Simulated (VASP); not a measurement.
# BN (Qingsongite): exact exchange and RPA correlation, part 5 of 6

How do semilocal functionals compare with the RPA for BN (Qingsongite), and at what cost? The scan starts from a database cell scaled to its smallest volume. The cell is of the zinc-blende type. The start is a cell from a database of measured crystal structures.

VASP 6.6.1, plane waves and PAW; the level of theory is named at each step.

So far. Step 22 (Comparison: HSE06, volume ratio 1): Its energy is -10.1913 eV an atom, on a zero of its own. Step 23 (Orbitals, volume ratio 1.03): The run ends at a pressure of -7.71 GPa.

### Step 24. Exact exchange, volume ratio 1.03

This step: Hartree-Fock energy on PBE orbitals; plane waves and PAW (N_GW, B_GW) (VASP 6.6.1).

Exact exchange at this point.

The input, INCAR:

```
SYSTEM = BN
PREC = Accurate
ENCUT = 570
ISMEAR = 0
SIGMA = 0.05
LREAL = .FALSE.
GGA = PE
NBANDS = 10
ALGO = Eigenval
NELM = 1
LHFCALC = .TRUE.
AEXX = 1
ALDAC = 0
AGGAC = 0
PRECFOCK = Normal
LWAVE = .FALSE.
LCHARG = .FALSE.
```

The input, POSCAR:

```
BN
1.0
    0.0000000000      1.8253972035      1.8253972035
    1.8253972035      0.0000000000      1.8253972035
    1.8253972035      1.8253972035      0.0000000000
N B
1 1
Direct
    0.7500000000      0.7500000000      0.7500000000
    0.0000000000      0.0000000000      0.0000000000
```

The input, KPOINTS:

```
Automatic mesh
0
Gamma
6 6 6
0 0 0
```

The projector-augmented-wave data sets are N_GW and B_GW (PBE family, release 64).

The WAVECAR or CHGCAR of an earlier step is read.

Run with:

```bash
$ mpirun -np 8 vasp_std
```

The log of the run:

```text
[... set-up lines as in an earlier step ...]
 entering main loop
       N       E                     dE             d eps       ncg     rms          rms(c)
EIG:   1    -0.295075E+02   -0.29507E+02    0.00000E+00     0   0.000E+00
   1 F= -.29507488E+02 E0= -.29507488E+02  d E =-.291500E-14
```

Run time: 4.4 s. Hardware: 8 MPI ranks of Intel Xeon 6975P-C (Granite Rapids), shared host; peak memory 0.78 GiB; 28 s of CPU time.

OUTCAR, selected parts (step 24):

```text
  FREE ENERGIE OF THE ION-ELECTRON SYSTEM (eV)
  ---------------------------------------------------
  free  energy   TOTEN  =       -29.5074880309 eV

  energy  without entropy=      -29.5074880309  energy(sigma->0) =      -29.50748803

[... 3 parts as in an earlier step ...]

[... 1 further part left out ...]
[key lines of the parts left out:]
E-fermi :   7.3533
```

The Hartree-Fock energy on these orbitals is -14.7537 eV an atom.

### Step 25. Empty bands, volume ratio 1.03

This step: PBE; plane waves and PAW (N_GW, B_GW) (VASP 6.6.1).

The empty bands are made again, for the run that follows.

The input, INCAR:

```
SYSTEM = BN
PREC = Accurate
ENCUT = 570
ISMEAR = 0
SIGMA = 0.05
LREAL = .FALSE.
GGA = PE
NBANDS = 384
ALGO = Exact
NELM = 1
LWAVE = .TRUE.
LCHARG = .FALSE.
LOPTICS = .TRUE.
NEDOS = 1000
CSHIFT = 0.1
```

POSCAR is that of step 24.

KPOINTS is that of step 24.

Run with:

```bash
$ mpirun -np 8 vasp_std
```

The log of the run:

```text
[banner, memory and clock lines left out]
running    8 mpi-ranks, on    1 nodes
[...]
[... a notice as in an earlier step ...]

 LDA part: xc-table for (Slater+PW92), standard interpolation
 found WAVECAR, reading the header
  number of bands has changed, file:    10 present:   384
  trying to continue reading WAVECAR, but it might fail
 POSCAR, INCAR and KPOINTS ok, starting setup
[...]
reading WAVECAR
 random initialization beyond band           10
 the WAVECAR file was read successfully
 initial charge from wavefunction
 entering main loop
       N       E                     dE             d eps       ncg     rms          rms(c)
DIA:   1    -0.174557E+02   -0.17456E+02    0.00000E+00     0   0.000E+00
   1 F= -.17455745E+02 E0= -.17455745E+02  d E =-.414563-100
 writing wavefunctions
 optical routines
 imaginary and real dielectric function
 recalculating local potential from charge density
 direction            1
 direction            2
 direction            3
```

The job ended after 2 s (8 MPI ranks; peak memory 0.87 GiB; 9.8 s of CPU time).

From OUTCAR (step 25):

```text
  Total       -0.5857083     -0.5857083     -0.5857083     -0.0000000     -0.0000000      0.0000000
  in kB      -77.1418064    -77.1418064    -77.1418064     -0.0000000     -0.0000000      0.0000000
  external PRESSURE =     -77.1418064 kB  Pullay stress =       0.0000000 kB

 POSITION                                       TOTAL-FORCE (eV/Angst)
 -----------------------------------------------------------------------------------
      2.73810      2.73810      2.73810        -0.000000      0.000000      0.000000
      0.00000      0.00000      0.00000         0.000000     -0.000000     -0.000000
 -----------------------------------------------------------------------------------
    total drift:                               -0.000000     -0.000000     -0.000000

  FREE ENERGIE OF THE ION-ELECTRON SYSTEM (eV)
  ---------------------------------------------------
  free  energy   TOTEN  =       -17.4557450619 eV

  energy  without entropy=      -17.4557450619  energy(sigma->0) =      -17.45574506

[... 1 part as in an earlier step ...]

[... 2 further parts left out ...]
[key lines of the parts left out:]
E-fermi :   7.8473
```

WAVECAR now holds 384 bands for 8 electrons.

### Step 26. RPA correlation, volume ratio 1.03

This step: RPA correlation on PBE orbitals; plane waves and PAW (N_GW, B_GW) (VASP 6.6.1).

RPA correlation at this point.

The input, INCAR:

```
SYSTEM = BN
PREC = Accurate
ENCUT = 570
ISMEAR = 0
SIGMA = 0.05
LREAL = .FALSE.
GGA = PE
NBANDS = 384
ALGO = ACFDT
ENCUTGW = 200
NOMEGA = 12
PRECFOCK = Fast
LWAVE = .FALSE.
LCHARG = .FALSE.
```

POSCAR is that of step 25.

KPOINTS is that of step 25.

Run with:

```bash
$ mpirun -np 8 vasp_std
```

The log of the run:

```text
[banner, memory and clock lines left out]
running    8 mpi-ranks, on    1 nodes
[...]
[... a notice as in an earlier step ...]

 LDA part: xc-table for (Slater+PW92), standard interpolation
 found WAVECAR, reading the header
 POSCAR, INCAR and KPOINTS ok, starting setup
[...]
reading WAVECAR
 the WAVECAR file was read successfully
 initial charge from wavefunction
 available memory per node:     34.14 GB, setting MAXMEM to     34955

 The Fermi energy was updated, please check that it is located mid-gap
 values below the HOMO (VB) or above the LUMO (CB) will cause erroneous energies
 E-fermi :   9.3149

 the WAVEDER file was read successfully
 set NWRITE>2 for more details about minimax calculation
 number of imaginary grid points requested:      12
 number of distinct grids requested:  1
 quadrature errors minimized for energies in [ 0.443E+01, 0.573E+03 ]
 bosonic grid (T=0, re) determined with error: 0.3931E-08
 bosonic grid (re): 0.3931E-08
[...]
NQ=  10    0.3333    0.3333    0.0000,
|.........|.........|.........|.........
 performed      39390000 updates of chi_q(r,r)
 total number of BLAS operations       1768.33 Gflops
NQ=  11    0.5000    0.3333    0.0000,
|.........|.........|.........|.........
 performed      43329000 updates of chi_q(r,r)
 total number of BLAS operations       1960.09 Gflops
NQ=  12   -0.3333    0.3333    0.0000,
|.........|.........|.........|.........
 performed      47268000 updates of chi_q(r,r)
 total number of BLAS operations       2166.88 Gflops
NQ=  13    0.5000    0.5000    0.0000,
|.........|.........|.........|.........
 performed      51207000 updates of chi_q(r,r)
 total number of BLAS operations       2368.60 Gflops
NQ=  14    0.5000    0.3333    0.1667,
|.........|.........|.........|.........
 performed      55146000 updates of chi_q(r,r)
 total number of BLAS operations       2560.36 Gflops
NQ=  15   -0.3333    0.3333    0.1667,
|.........|.........|.........|.........
 performed      59085000 updates of chi_q(r,r)
 total number of BLAS operations       2772.29 Gflops
NQ=  16   -0.3333    0.5000    0.1667,
|.........|.........|.........|.........
 performed      63024000 updates of chi_q(r,r)
 total number of BLAS operations       2974.01 Gflops
 entering main loop
```

The job ended after 17 s (8 MPI ranks; peak memory 1.6 GiB; 2 min of CPU time).

OUTCAR, selected parts (step 26):

```text
      cutoff energy     smooth cutoff   RPA   correlation   Hartree contr. to MP2
---------------------------------------------------------------------------------
            200.000           160.000      -12.0601640418      -18.6258611030
            190.476           152.381      -11.9498684837      -18.4957694414
            181.406           145.125      -11.8339771261      -18.3575706439
            172.768           138.214      -11.7110594924      -18.2092997794
            164.541           131.632      -11.5811252035      -18.0508863742
            156.705           125.364      -11.4458944766      -17.8839185667
            149.243           119.394      -11.3027979790      -17.7048732697
            142.136           113.709      -11.1529250705      -17.5145406287
  linear regression

[... 2 parts as in an earlier step ...]

[... 2 further parts left out ...]
[key lines of the parts left out:]
E-fermi :   9.3149
```

The correlation energy is -6.7035 eV an atom, -16 meV against the point before. With exact exchange the total is -21.4572 eV an atom.

### Step 27. Comparison: r2SCAN, volume ratio 1.03

This step: r2SCAN; plane waves and PAW (N_GW, B_GW) (VASP 6.6.1).

The comparison at this point.

The input, INCAR:

```
SYSTEM = BN
PREC = Accurate
ENCUT = 570
EDIFF = 1E-06
NELM = 100
ISMEAR = 0
SIGMA = 0.05
LREAL = .FALSE.
ALGO = Normal
METAGGA = R2SCAN
LASPH = .TRUE.
NBANDS = 10
LWAVE = .FALSE.
LCHARG = .FALSE.
KPAR = 8
```

POSCAR is that of step 26.

KPOINTS is that of step 26.

Run with:

```bash
$ mpirun -np 8 vasp_std
```

The log of the run:

```text
[... set-up lines as in an earlier step ...]
 entering main loop
       N       E                     dE             d eps       ncg     rms          rms(c)
DAV:   1     0.309160E+02    0.30916E+02   -0.58568E+03   320   0.956E+02
DAV:   2    -0.215410E+02   -0.52457E+02   -0.49364E+02   386   0.270E+02
DAV:   3    -0.228930E+02   -0.13520E+01   -0.13479E+01   418   0.393E+01
DAV:   4    -0.228994E+02   -0.64397E-02   -0.64391E-02   384   0.266E+00
[...]
DAV:  10    -0.191427E+02   -0.11876E-04   -0.67924E-04   390   0.297E-01    0.613E-03
DAV:  11    -0.191427E+02   -0.11388E-05   -0.10916E-05   380   0.366E-02    0.326E-03
DAV:  12    -0.191427E+02   -0.21970E-06   -0.47013E-07   214   0.759E-03
   1 F= -.19142714E+02 E0= -.19142714E+02  d E =-.586387E-21
```

It took 2.4 s on 8 MPI ranks; peak memory 0.9 GiB.

Parts of OUTCAR (step 27):

```text
  Total       -0.9380325     -0.9380325     -0.9380325     -0.0000000     -0.0000000      0.0000000
  in kB     -123.5453343   -123.5453343   -123.5453343     -0.0000000     -0.0000000      0.0000000
  external PRESSURE =    -123.5453343 kB  Pullay stress =       0.0000000 kB

 POSITION                                       TOTAL-FORCE (eV/Angst)
 -----------------------------------------------------------------------------------
      2.73810      2.73810      2.73810         0.000000      0.000000      0.000000
      0.00000      0.00000      0.00000        -0.000000     -0.000000     -0.000000
 -----------------------------------------------------------------------------------
    total drift:                               -0.000000     -0.000000     -0.000000

  FREE ENERGIE OF THE ION-ELECTRON SYSTEM (eV)
  ---------------------------------------------------
  free  energy   TOTEN  =       -19.1427141313 eV

  energy  without entropy=      -19.1427141313  energy(sigma->0) =      -19.14271413

[... 2 parts as in an earlier step ...]

[... 1 further part left out ...]
[key lines of the parts left out:]
E-fermi :   7.2584
```

Its energy is -9.5714 eV an atom, on a zero of its own.

### Step 28. Orbitals for comparison: HSE06, volume ratio 1.03

This step: PBE; plane waves and PAW (N_GW, B_GW) (VASP 6.6.1).

Starting orbitals, as before.

The input, INCAR:

```
SYSTEM = BN
PREC = Accurate
ENCUT = 570
EDIFF = 1E-05
NELM = 100
ISMEAR = 0
SIGMA = 0.05
LREAL = .FALSE.
ALGO = Normal
GGA = PE
NBANDS = 10
LORBIT = 11
LWAVE = .TRUE.
LCHARG = .FALSE.
KPAR = 8
```

POSCAR is that of step 27.

KPOINTS is that of step 27.

Run with:

```bash
$ mpirun -np 8 vasp_std
```

The log of the run:

```text
[... set-up lines as in an earlier step ...]
 entering main loop
       N       E                     dE             d eps       ncg     rms          rms(c)
[... 10 cycles as in an earlier step ...]
DAV:  11    -0.174557E+02   -0.43986E-05   -0.75755E-06   328   0.276E-02
   1 F= -.17455745E+02 E0= -.17455745E+02  d E =-.417100E-20
 writing wavefunctions
```

The job ended after 1 s (8 MPI ranks; peak memory 0.87 GiB; 3.7 s of CPU time).

OUTCAR, selected parts (step 28):

```text
  Total       -0.5812207     -0.5812207     -0.5812207      0.0000000      0.0000000      0.0000000
  in kB      -76.5507664    -76.5507664    -76.5507664      0.0000000      0.0000000      0.0000000
  external PRESSURE =     -76.5507664 kB  Pullay stress =       0.0000000 kB

 POSITION                                       TOTAL-FORCE (eV/Angst)
 -----------------------------------------------------------------------------------
      2.73810      2.73810      2.73810        -0.000000     -0.000000     -0.000000
      0.00000      0.00000      0.00000         0.000000      0.000000      0.000000
 -----------------------------------------------------------------------------------
    total drift:                               -0.000000     -0.000000     -0.000000

  FREE ENERGIE OF THE ION-ELECTRON SYSTEM (eV)
  ---------------------------------------------------
  free  energy   TOTEN  =       -17.4557451381 eV

  energy  without entropy=      -17.4557451381  energy(sigma->0) =      -17.45574514

[... 2 parts as in an earlier step ...]

[... 1 further part left out ...]
[key lines of the parts left out:]
E-fermi :   7.4119
```

The run ends at a pressure of -7.66 GPa.

### Step 29. Comparison: HSE06, volume ratio 1.03

This step: HSE06; plane waves and PAW (N_GW, B_GW) (VASP 6.6.1).

The comparison at this point.

The input, INCAR:

```
SYSTEM = BN
PREC = Accurate
ENCUT = 570
EDIFF = 1E-06
NELM = 100
ISMEAR = 0
SIGMA = 0.05
LREAL = .FALSE.
ALGO = Normal
LHFCALC = .TRUE.
AEXX = 0.25
GGA = PE
HFSCREEN = 0.2
LASPH = .TRUE.
NBANDS = 10
PRECFOCK = Fast
LWAVE = .FALSE.
LCHARG = .FALSE.
KPAR = 8
```

POSCAR is that of step 28.

KPOINTS is that of step 28.

The WAVECAR or CHGCAR of an earlier step is read.

Run with:

```bash
$ mpirun -np 8 vasp_std
```

The log of the run:

```text
[... set-up lines as in an earlier step ...]
 entering main loop
       N       E                     dE             d eps       ncg     rms          rms(c)
DAV:   1    -0.203571E+02   -0.20357E+02   -0.31055E-01   450   0.759E+00    0.376E-01
DAV:   2    -0.203576E+02   -0.46269E-03   -0.14251E-03   386   0.388E-01    0.242E-01
DAV:   3    -0.203569E+02    0.71047E-03   -0.44727E-04   442   0.220E-01    0.141E-01
DAV:   4    -0.203567E+02    0.18972E-03   -0.15076E-04   484   0.142E-01    0.810E-02
DAV:   5    -0.203566E+02    0.53509E-04   -0.36205E-05   482   0.840E-02    0.457E-02
DAV:   6    -0.203566E+02    0.15363E-04   -0.96853E-06   478   0.466E-02    0.257E-02
DAV:   7    -0.203566E+02    0.43634E-05   -0.24411E-06   362   0.237E-02    0.147E-02
DAV:   8    -0.203566E+02    0.12637E-05   -0.63144E-07   186   0.124E-02    0.849E-03
DAV:   9    -0.203566E+02    0.34949E-06   -0.26876E-07   190   0.697E-03
   1 F= -.20356626E+02 E0= -.20356626E+02  d E =-.115905E-17
```

The job ended after 6.2 s (8 MPI ranks; peak memory 1.6 GiB; 41 s of CPU time).

OUTCAR, selected parts (step 29):

```text
 POSITION                                       TOTAL-FORCE (eV/Angst)
 -----------------------------------------------------------------------------------
      2.73810      2.73810      2.73810        -0.000000     -0.000000      0.000000
      0.00000      0.00000      0.00000         0.000000      0.000000     -0.000000
 -----------------------------------------------------------------------------------
    total drift:                               -0.000002      0.000000     -0.000001

  FREE ENERGIE OF THE ION-ELECTRON SYSTEM (eV)
  ---------------------------------------------------
  free  energy   TOTEN  =       -20.3566259534 eV

  energy  without entropy=      -20.3566259534  energy(sigma->0) =      -20.35662595

[... 2 parts as in an earlier step ...]

[... 1 further part left out ...]
[key lines of the parts left out:]
E-fermi :   6.5187
```

Its energy is -10.1783 eV an atom, on a zero of its own.

### Step 30. Orbitals, volume ratio 1.06

This step: PBE; plane waves and PAW (N_GW, B_GW) (VASP 6.6.1).

The same chain follows at a volume ratio of 1.06.

The input, INCAR:

```
SYSTEM = BN
PREC = Accurate
ENCUT = 570
EDIFF = 1E-08
NELM = 100
ISMEAR = 0
SIGMA = 0.05
LREAL = .FALSE.
ALGO = Normal
GGA = PE
NBANDS = 10
LORBIT = 11
LWAVE = .TRUE.
LCHARG = .FALSE.
KPAR = 8
```

The input, POSCAR:

```
BN
1.0
    0.0000000000      1.8429501765      1.8429501765
    1.8429501765      0.0000000000      1.8429501765
    1.8429501765      1.8429501765      0.0000000000
N B
1 1
Direct
    0.7500000000      0.7500000000      0.7500000000
    0.0000000000      0.0000000000      0.0000000000
```

KPOINTS is that of step 29.

Run with:

```bash
$ mpirun -np 8 vasp_std
```

The log of the run:

```text
[... set-up lines as in an earlier step ...]
 entering main loop
       N       E                     dE             d eps       ncg     rms          rms(c)
DAV:   1     0.389607E+02    0.38961E+02   -0.54907E+03   320   0.911E+02
DAV:   2    -0.163408E+02   -0.55302E+02   -0.50337E+02   358   0.255E+02
DAV:   3    -0.182733E+02   -0.19325E+01   -0.19272E+01   416   0.453E+01
DAV:   4    -0.182825E+02   -0.92270E-02   -0.92260E-02   386   0.324E+00
[...]
DAV:  13    -0.174283E+02   -0.45498E-07   -0.28445E-08   364   0.173E-03    0.106E-04
DAV:  14    -0.174283E+02   -0.13855E-07   -0.15899E-09   228   0.445E-04    0.332E-05
DAV:  15    -0.174283E+02    0.30043E-08   -0.12744E-10   206   0.211E-04
   1 F= -.17428329E+02 E0= -.17428329E+02  d E =-.790179E-24
 writing wavefunctions
```

Wall time 1.2 s (8 MPI ranks); peak memory 0.87 GiB.

Parts of OUTCAR (step 30):

```text
  Total       -1.3331173     -1.3331173     -1.3331173      0.0000000     -0.0000000      0.0000000
  in kB     -170.6114458   -170.6114458   -170.6114458      0.0000000     -0.0000000      0.0000000
  external PRESSURE =    -170.6114458 kB  Pullay stress =       0.0000000 kB

 POSITION                                       TOTAL-FORCE (eV/Angst)
 -----------------------------------------------------------------------------------
      2.76443      2.76443      2.76443         0.000000      0.000000      0.000000
      0.00000      0.00000      0.00000        -0.000000     -0.000000     -0.000000
 -----------------------------------------------------------------------------------
    total drift:                               -0.000000     -0.000000     -0.000000

  FREE ENERGIE OF THE ION-ELECTRON SYSTEM (eV)
  ---------------------------------------------------
  free  energy   TOTEN  =       -17.4283288287 eV

  energy  without entropy=      -17.4283288287  energy(sigma->0) =      -17.42832883

[... 1 part as in an earlier step ...]

[... 2 further parts left out ...]
[key lines of the parts left out:]
E-fermi :   7.1030
```

The run ends at a pressure of -17.06 GPa.

### Step 31. Exact exchange, volume ratio 1.06

This step: Hartree-Fock energy on PBE orbitals; plane waves and PAW (N_GW, B_GW) (VASP 6.6.1).

Exact exchange at this point.

The input, INCAR:

```
SYSTEM = BN
PREC = Accurate
ENCUT = 570
ISMEAR = 0
SIGMA = 0.05
LREAL = .FALSE.
GGA = PE
NBANDS = 10
ALGO = Eigenval
NELM = 1
LHFCALC = .TRUE.
AEXX = 1
ALDAC = 0
AGGAC = 0
PRECFOCK = Normal
LWAVE = .FALSE.
LCHARG = .FALSE.
```

POSCAR is that of step 30.

KPOINTS is that of step 30.

The WAVECAR or CHGCAR of an earlier step is read.

Run with:

```bash
$ mpirun -np 8 vasp_std
```

The log of the run:

```text
[... set-up lines as in an earlier step ...]
 entering main loop
       N       E                     dE             d eps       ncg     rms          rms(c)
EIG:   1    -0.294494E+02   -0.29449E+02    0.00000E+00     0   0.000E+00
   1 F= -.29449386E+02 E0= -.29449386E+02  d E =-.529597E-36
```

Wall time 4.4 s (8 MPI ranks); peak memory 0.78 GiB; 27 s of CPU time.

OUTCAR, selected parts (step 31):

```text
 POSITION                                       TOTAL-FORCE (eV/Angst)
 -----------------------------------------------------------------------------------
      2.76443      2.76443      2.76443        -0.000000     -0.000000     -0.000000
      0.00000      0.00000      0.00000         0.000000      0.000000      0.000000
 -----------------------------------------------------------------------------------
    total drift:                               -0.000000     -0.000000     -0.000000

  FREE ENERGIE OF THE ION-ELECTRON SYSTEM (eV)
  ---------------------------------------------------
  free  energy   TOTEN  =       -29.4493855428 eV

  energy  without entropy=      -29.4493855428  energy(sigma->0) =      -29.44938554

[... 2 parts as in an earlier step ...]

[... 1 further part left out ...]
[key lines of the parts left out:]
E-fermi :   7.1928
```

The Hartree-Fock energy on these orbitals is -14.7247 eV an atom.

[end of part 5 of 6]

[Long decimals in the printed logs are rounded to 6 places.]

[Lines on the potential files, build, host, timing and source positions are cut from VASP's logs without a mark.]

[Logs are printed without paths, hosts, clocks, repeated set-up lines and the standing remarks that a program may print on its own settings, such as how far it seeks lower states.]

[Hosts, paths, dates, database ids (printed as entryN), source tags and the programs' standing remarks are cut or masked in the printed files.]

[Measured values are set beside computed ones only where the two were judged alike; some that the calculation misses by far are left out.]

[Pressures printed for these runs are not shown converged in the cutoff: they can be off by several GPa and have the wrong sign.]
